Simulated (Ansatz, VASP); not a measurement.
# Cross-check of Pt2SeS between VASP and Ansatz

Wanted: the spread between two codes on one cell, functional and k mesh. The cell is generated by rule, not measured, and may not be a known phase. The cell is taken from a series of runs on this material, whose earlier steps may have relaxed, scaled, displaced or heated it; both programs get it as it stands.

Main program and level: Ansatz 0.2.0; plane waves, with VASP 6.6.1 beside it; relaxation of cell and atoms at PBEsol.

The structure was built from a prototype and need not be the compound's stable phase.

## Step 1: The structure

It takes space group P-4m2 (No. 115, tetragonal). Conventional cell: a = 3.559 Å, b = 3.559 Å, c = 6.236 Å, α = 90.00°, β = 90.00°, γ = 90.00°. Nearest to Pt lie 2 S at 2.32 Å and 2 Se at 2.41 Å. Nearest to S lie 4 Pt at 2.32 Å. Nearest to Se lie 4 Pt at 2.41 Å. Farther neighbours and most contacts between anions are not listed.

## Step 2: Ansatz: relaxation of cell and atoms, PBEsol

Ansatz runs on its default PAW (the set named soft_2) files.

The relaxed volume is the usual yardstick between codes: in a stiff, nearly cubic crystal its relative difference is about their pressure difference at one cell divided by the bulk modulus.

Contents of input.yaml:

```yaml
crystal:
  lattice:
    - [3.5591489253, 0.0, 0.0]
    - [0.0, 3.5591489253, 0.0]
    - [0.0, 0.0, 6.2359815821]
  atoms:
    - { symbol: Pt, position: [0.0, 0.5, 0.0107484095] }
    - { symbol: Pt, position: [0.5, 0.0, 0.4892515905] }
    - { symbol: S, position: [0.0, 0.0, 0.25] }
    - { symbol: Se, position: [0.0, 0.0, 0.75] }
kpoints:
  mp_grid: { grid: [8, 8, 6] }
hamiltonian:
  xc: pbesol
scf:
  occupations: { method: fixed }
output:
  forces: true
  stress: true
  eigenvalues: true
basis:
  ecutwfc: 250.0
relax:
  adjacent_minimum: "off"
  f_tol: 0.001
  max_steps: 60
  cell: { stress_tol: 0.01 }
```

Run with:

```sh
> ansatz run input.yaml --threads 8 --pin off --max-ram 14336MiB --backend cpu --events-out ev --progress --plain --runs-dir out
```

Numbers of over 12 decimals in the logs are rounded to 6 here.

Log:

```text
Warning: basis.ecutwfc = 250 eV is below the records' recommended 420 eV, and the density's cutoff is lower with it unless basis.ecutrho_ratio is high enough to keep the records' density cutoff: compare with a run at a higher cutoff
Engine: ansatz 0.2.0, aarch64-unknown-linux-gnu
Pseudopotentials: kind: paw
Pseudopotential: Pt, paw, valence charge 18, recommended cutoff 420 eV (normal), Pt.paw.azcp
Pseudopotential: S, paw, valence charge 6, recommended cutoff 420 eV (normal), S.paw.azcp
Pseudopotential: Se, paw, valence charge 16, recommended cutoff 420 eV (normal), Se.paw.azcp
Functional definition: PBEsol
  exchange = pbesol_x
  correlation = pbesol_c
Crystal: 4 atoms, lattice volume = 78.995 Å³
Basis set: ecut = 250 eV, 717 PW (Γ), exchange–correlation on 40×40×72 points (8 copies of the dense FFT grid, shifted against one another)
Bands: 35, of which v1, the nominal top of the filled ones, is band 29 counted from 1 (28 counted from 0)
Symmetry: 8 space group operations
Space group: P-4m2 (ITA 115), of the structure as read, at distance tolerance 4.3e-5 Å
k-points: 60 of 384 (time reversal used)
Non-local potential: Pt, projectors of the file, l = 0: 3, l = 1: 2, l = 2: 2, l = 3: 1
Non-local potential: S, projectors of the file, l = 0: 2, l = 1: 2, l = 2: 2
Non-local potential: Se, projectors of the file, l = 0: 2, l = 1: 2, l = 2: 3, l = 3: 1
PAW form: soft (Blöchl's): semilocal exchange-correlation on the pseudo side does not see the compensation charge
PAW frozen core: Pt, regenerated for the run's functional, and the local potential with it (the file was generated under x = pbe(κ = 0.804, μ = 0.219515), c = pbe(β = 0.066725))
PAW frozen core: S, regenerated for the run's functional, and the local potential with it (the file was generated under x = pbe(κ = 0.804, μ = 0.219515), c = pbe(β = 0.066725))
PAW frozen core: Se, regenerated for the run's functional, and the local potential with it (the file was generated under x = pbe(κ = 0.804, μ = 0.219515), c = pbe(β = 0.066725))
PAW one-centre angular grid: Pt, 590 points (default); XC on 64 Gauss nodes
PAW one-centre angular grid: S, 110 points (default); XC on 64 Gauss nodes
PAW one-centre angular grid: Se, 590 points (default); XC on 64 Gauss nodes
Initial density: superposition of atomic densities (neutral atoms: chi_scale 0, normalization atom), corrected by the library's trained network
Initial wavefunctions: pseudopotential atomic-orbital guess
Functional: x = pbesol(κ = 0.804, μ = 0.123457), c = pbesol(β = 0.046)
SCF iter   1: F=—  HF=-31074.704569 eV  |F-HF|=—  |Δ(HF+E_count)|=         —  Δρ=2.90e-2  dr2=3.83e-1  ethr=1.77e-3  ⟨swp⟩=4.5  Hψ=7027  notcnv=0  defer=216
preconditioner: auto → Resta (q_TF=auto, 2.591 Å⁻¹)  ε∞=7.6  [insulator: Δε(μ)=0.235 eV  Ē_g=9.226 eV  n_scr=20 (ndim 8)  ℏωp=23.6 eV  f_vac=0.037  ε∞_Penn≈7.6]
SCF iter   2: F=—  HF=-31074.551563 eV  |F-HF|=—  |Δ(HF+E_count)|=   1.53e-1  Δρ=1.18e-2  dr2=3.98e-2  ethr=6.60e-4  ⟨swp⟩=2.0  Hψ=3963  notcnv=0  defer=237
SCF iter   3: F=—  HF=-31074.539893 eV  |F-HF|=—  |Δ(HF+E_count)|=   1.17e-2  Δρ=3.84e-3  dr2=3.49e-3  ethr=6.86e-5  ⟨swp⟩=2.0  Hψ=3866  notcnv=0  defer=237
SCF iter   4: F=—  HF=-31074.539919 eV  |F-HF|=—  |Δ(HF+E_count)|=   2.68e-5  Δρ=6.61e-4  dr2=2.15e-4  ethr=6.02e-6  ⟨swp⟩=2.0  Hψ=3864  notcnv=0  defer=239
SCF iter   5: F=—  HF=-31074.539972 eV  |F-HF|=—  |Δ(HF+E_count)|=   5.31e-5  Δρ=1.57e-4  dr2=2.91e-5  ethr=3.71e-7  ⟨swp⟩=2.0  Hψ=2638  notcnv=0  defer=97
SCF iter   6: F=—  HF=-31074.539719 eV  |F-HF|=—  |Δ(HF+E_count)|=   2.53e-4  Δρ=6.97e-5  dr2=6.99e-6  ethr=5.02e-8  ⟨swp⟩=2.0  Hψ=3268  notcnv=0  defer=97
SCF iter   7: F=—  HF=-31074.539719 eV  |F-HF|=—  |Δ(HF+E_count)|=   4.07e-7  Δρ=1.50e-5  dr2=2.77e-7  ethr=1.21e-8  ⟨swp⟩=2.0  Hψ=3263  notcnv=0  defer=97
SCF iter   8: F=-31074.539719 eV  HF=-31074.539719 eV  |F-HF|=1.57e-9  |Δ(HF+E_count)|=   3.06e-8  Δρ=2.49e-6  dr2=5.55e-9  ethr=1.72e-10  ⟨swp⟩=9.6  Hψ=8731  notcnv=0
SCF 1 converged in 8 iterations: F = -31074.539719 eV  dr2 = 5.55e-9
  greatest PAW one-centre occupation: 1.002 electrons in one spin orbital (limit 2), on the Pt atom at site 0 (counted from 0), in its partial waves of l = 1
relax step   1: F+E_penalty+E_count = -31074.53971947 eV  Δ(F+E_penalty+E_count) = +0.000e0 eV  max|allowed force component| = 1.614e-1 eV/Å  Δτ_max = 0.0000 Å  P = +0.393 GPa  Ω = 78.995 Å³  (8 SCF iters, dr2 threshold 1.00e-7 eV, accepted)
[...]
relax step  55: F+E_penalty+E_count = -31074.53042886 eV  Δ(F+E_penalty+E_count) = +7.385e-4 eV  max|allowed force component| = 1.606e-5 eV/Å  Δτ_max = 0.0000 Å  P = +0.009 GPa  Ω = 79.475 Å³  stress off target by 1.32e-2 GPa  SCF on the basis re-selected at this cell (its energy is not comparable with the rows above)  (7 SCF iters)
[...]
relax step  56: F+E_penalty+E_count = -31074.52982808 eV  Δ(F+E_penalty+E_count) = +6.008e-4 eV  max|allowed force component| = 2.841e-5 eV/Å  Δτ_max = 0.0000 Å  P = +0.000 GPa  Ω = 79.477 Å³  energy of the carried Pulay correction = -6.009e-4 eV  (4 SCF iters, dr2 threshold 4.33e-10 eV, accepted)
[...]
relax step  57: F+E_penalty+E_count = -31074.53050220 eV  Δ(F+E_penalty+E_count) = -6.741e-4 eV  max|allowed force component| = 1.116e-4 eV/Å  Δτ_max = 0.0000 Å  P = +0.006 GPa  Ω = 79.477 Å³  stress off target by 7.75e-3 GPa  SCF on the basis re-selected at this cell (its energy is not comparable with the rows above)  (7 SCF iters)
basis re-selected at this cell: Δ(F+E_penalty+E_count) = -6.741e-4 eV, ΔP = +0.006 GPa vs the last step (what re-selecting the basis moved, of the pressure what is left beyond the Pulay correction that the steps carried, after the strain that the cell walked since its last selection, with what the two solves' SCF thresholds leave and, on support functions, any second-order correction that the steps lacked; it is no m [...]
SCF converged after 7 iterations
Free energy (F): -31074.530502 eV
Harris-Foulkes:  -31074.530502 eV  (|F-HF|=3.64e-12)
Internal energy: -31074.530502 eV  (E = F + TS)
E sigma→0 (E₀):  -31074.530502 eV
Fermi energy:    12.192745 eV
--- Per-component energies (eV) ---
  E_band       = -954.770624
  E_kinetic    = 1520.898136
  E_local      = -7210.283660  (includes V_loc(G=0)·N_el)
  E_nonlocal   = -166.952508
  E_hartree    = 3041.233349
  E_xc         = -723.820183
  E_vxc        = -795.210136  (∫ρ·V_xc dr)
  E_paw        = -21088.643551  (= ΣΔE_a)
  E_vpaw       = -385.677920  (= ΣTr[D̂ρ^β])
  E_aug_tail   = -0.011227  (compensation charges beyond the density's cutoff)
  E_ewald      = -6448.595220
  E_core_change = 1.644362  (= ΣΔE_core)
  E_smearing   = -0.000000  (= −TS)
  E_closure    = -0.000000  (closes the sum)
  Σ components = -31074.530502   (vs F -31074.530502, Δ=0.00e0)
--- Forces (eV/Å), atoms counted from 1 ---
  atom   1  Pt     0.00000000    -0.00000000     0.00011158
  atom   2  Pt     0.00000000    -0.00000000    -0.00011158
  atom   3  S     -0.00000000     0.00000000    -0.00000000
  atom   4  Se     0.00000000    -0.00000000     0.00000000
  max |Σ_I F_I| component: 1.82e-16 eV/Å
--- Stress (GPa, compression-positive) ---
        0.007755       0.000000       0.000000
        0.000000       0.007755      -0.000000
       -0.000000      -0.000000       0.003512
  P = ⅓ Tr σ = 0.0063 GPa (0.063 kbar)
--- Band table (eV; the first three rows and the last of 60) ---
  k-point 0: bands = [... 25 lower, 10.2486, 10.3522, 10.4125, 11.3804, 15.5229, 15.8538, 15.8538, 17.4205, ... 2 higher]
  k-point 1: bands = [... 25 lower, 10.4188, 10.7823, 10.7823, 11.0617, 15.3566, 15.3566, 16.0022, 17.5529, ... 2 higher]
  k-point 2: bands = [... 25 lower, 10.3730, 10.5811, 11.5677, 11.5677, 14.4323, 14.4323, 16.9325, 17.8047, ... 2 higher]
  k-point 59: bands = [... 25 lower, 11.2869, 11.2869, 11.9662, 11.9662, 13.3673, 14.2304, 15.4113, 15.6407, ... 2 higher]
--- Relaxed structure (38 steps of the walk, 34 accepted, 19 SCFs on fresh bases) ---
  F+E_penalty+E_count = -31074.53050220 eV   max|allowed force component| = 1.116e-4 eV/Å   (the final SCF, on the basis selected at the relaxed cell)
  cell:  # Å, volume = 79.4770 Å³
    - [3.577553, 0, 0]
    - [0.0, 3.577553, 0.0]
    - [0, 0.0, 6.209681]
  atoms:
    - { symbol: Pt, position: [0, 0.500000, 0.00940793] }
    - { symbol: Pt, position: [0.500000, 0, 0.490592] }
    - { symbol: S, position: [0, 0.0, 0.25] }
    - { symbol: Se, position: [0, 0, 0.75] }
```

## Step 3: VASP: relaxation of cell and atoms, PBEsol

The same cell, functional and mesh now go to VASP, with its own data sets.

Lines of VASP's logs that name or quote its potential files are left out, and so is its time.

Contents of INCAR:

```
SYSTEM = Pt2SeS
PREC = Accurate
ENCUT = 500
EDIFF = 1E-07
NELM = 120
ISMEAR = 0
SIGMA = 0.01
LREAL = .FALSE.
ALGO = Normal
GGA = PS
NBANDS = 22
LASPH = .TRUE.
LORBIT = 11
LWAVE = .FALSE.
LCHARG = .FALSE.
ISIF = 3
IBRION = 2
NSW = 80
EDIFFG = -0.005
GGA_COMPAT = .FALSE.
NELMIN = 4
EFERMI = MIDGAP
KPAR = 2
```

Contents of POSCAR:

```
Pt2SeS
1.0
    3.5591490000      0.0000000000      0.0000000000
    0.0000000000      3.5591490000      0.0000000000
    0.0000000000      0.0000000000      6.2359820000
Pt S Se
2 1 1
Direct
    0.0000000000      0.4999998595      0.0107484274
    0.4999998595      0.0000000000      0.4892515726
    0.0000000000      0.0000000000      0.2499999198
    0.0000000000      0.0000000000      0.7499999198
```

Contents of KPOINTS:

```
Automatic mesh
0
Gamma
8 8 6
0 0 0
```

Potentials, in the order of the species: Pt, S and Se (PBE family, release 64).

Run with:

```sh
> mpirun -np 2 vasp_std
```

Log:

```text
[banner, memory and clock lines left out]
running    2 mpi-ranks, on    1 nodes
 distrk:  each k-point on    1 cores,    2 groups
 distr:  one band on    1 cores,    1 groups

 POSCAR found type information on POSCAR PtS Se
 POSCAR found :  3 types and       4 ions
|                                                                             |
|               ----> ADVICE to this user running VASP <----                  |
|                                                                             |
|     You enforced a specific xc type in the INCAR file but a different       |
|     [... a line on the potential file left out ...]
|     I HOPE YOU KNOW WHAT YOU ARE DOING!                                     |
|                                                                             |

 LDA part: xc-table for (Slater+PW92), standard interpolation
 POSCAR, INCAR and KPOINTS ok, starting setup
 FFT: planning ... GRIDC
 FFT: planning ... GRID_SOFT
 FFT: planning ... GRID
 WAVECAR not read
 entering main loop
       N       E                     dE             d eps       ncg     rms          rms(c)
DAV:   1     0.170460294812E+03    0.17046E+03   -0.14801E+04  2640   0.128E+03
DAV:   2    -0.157066099487E+02   -0.18617E+03   -0.17381E+03  3108   0.253E+02
DAV:   3    -0.243517266830E+02   -0.86451E+01   -0.84843E+01  3294   0.546E+01
DAV:   4    -0.244768863856E+02   -0.12516E+00   -0.12506E+00  2996   0.733E+00
DAV:   5    -0.244791373306E+02   -0.22509E-02   -0.22505E-02  3234   0.978E-01    0.182E+01
DAV:   6    -0.236310467107E+02    0.84809E+00   -0.28479E+00  2754   0.139E+01    0.924E+00
DAV:   7    -0.235299813702E+02    0.10107E+00   -0.24629E-01  2832   0.436E+00    0.437E+00
DAV:   8    -0.235057567537E+02    0.24225E-01   -0.51736E-02  3078   0.171E+00    0.469E-01
DAV:   9    -0.235049472686E+02    0.80949E-03   -0.34700E-03  2988   0.437E-01    0.251E-01
DAV:  10    -0.235049533916E+02   -0.61230E-05   -0.99095E-04  2946   0.190E-01    0.478E-02
DAV:  11    -0.235049421407E+02    0.11251E-04   -0.33799E-05  3066   0.358E-02    0.272E-02
DAV:  12    -0.235049380616E+02    0.40791E-05   -0.17869E-05  2952   0.248E-02    0.914E-03
DAV:  13    -0.235049379266E+02    0.13502E-06   -0.12299E-06  3084   0.834E-03    0.457E-03
DAV:  14    -0.235049381050E+02   -0.17841E-06   -0.36653E-07  2934   0.493E-03    0.104E-03
DAV:  15    -0.235049380838E+02    0.21255E-07   -0.40507E-08  1554   0.124E-03
   1 F= -.23504938E+02 E0= -.23504938E+02  d E =-.235049E+02
 curvature:   0.00 expect dE= 0.000E+00 dE for cont linesearch  0.000E+00
 trial: gam= 0.00000 g(F)=  0.241E-08 g(S)=  0.988E-05 ort = 0.000E+00 (trialstep = 0.100E+01)
 search vector abs. value=  0.988E-05
 bond charge predicted
       N       E                     dE             d eps       ncg     rms          rms(c)
DAV:   1    -0.235049697728E+02   -0.31668E-04   -0.11059E-03  2682   0.237E-01    0.393E-02
DAV:   2    -0.235049432143E+02    0.26558E-04   -0.82873E-05  2880   0.799E-02    0.163E-02
DAV:   3    -0.235049402394E+02    0.29749E-05   -0.27490E-06  3018   0.127E-02    0.826E-03
DAV:   4    -0.235049390303E+02    0.12091E-05   -0.20943E-06  2838   0.822E-03    0.356E-03
DAV:   5    -0.235049388888E+02    0.14146E-06   -0.11967E-07  1822   0.298E-03    0.173E-03
DAV:   6    -0.235049387613E+02    0.12756E-06   -0.48452E-08  1398   0.166E-03    0.272E-04
DAV:   7    -0.235049387682E+02   -0.69663E-08   -0.52941E-09  1374   0.490E-04
   2 F= -.23504939E+02 E0= -.23504939E+02  d E =-.684489E-06
 trial-energy change:   -0.000001  1 .order   -0.000001   -0.000010    0.000007
 step:   0.5200(harm=  0.5810)  dis= 0.00000  next Energy=   -23.504941 (dE=-0.247E-05)
 bond charge predicted
       N       E                     dE             d eps       ncg     rms          rms(c)
DAV:   1    -0.235049470735E+02   -0.83123E-05   -0.25485E-04  2664   0.114E-01    0.189E-02
DAV:   2    -0.235049409628E+02    0.61107E-05   -0.19203E-05  2880   0.384E-02    0.783E-03
DAV:   3    -0.235049404863E+02    0.47655E-06   -0.63504E-07  2982   0.611E-03    0.396E-03
DAV:   4    -0.235049404612E+02    0.25075E-07   -0.48375E-07  2720   0.396E-03
   3 F= -.23504940E+02 E0= -.23504940E+02  d E =-.237743E-05
 curvature:  -0.28 expect dE=-0.910E-06 dE for cont linesearch -0.719E-08
 trial: gam= 0.27306 g(F)=  0.674E-09 g(S)=  0.320E-05 ort = 0.500E-06 (trialstep = 0.904E+00)
 search vector abs. value=  0.421E-05
 reached required accuracy - stopping structural energy minimisation
```

[end of part 1 of 2]

[Lines on the potential files, build, host, timing and source positions are cut from VASP's logs without a mark.]

[Logs are printed without paths, hosts, clocks, repeated set-up lines and the standing remarks that a program may print on its own settings, such as how far it seeks lower states.]

[Hosts, paths, dates, database ids (printed as entryN), source tags and the programs' standing remarks are cut or masked in the printed files.]
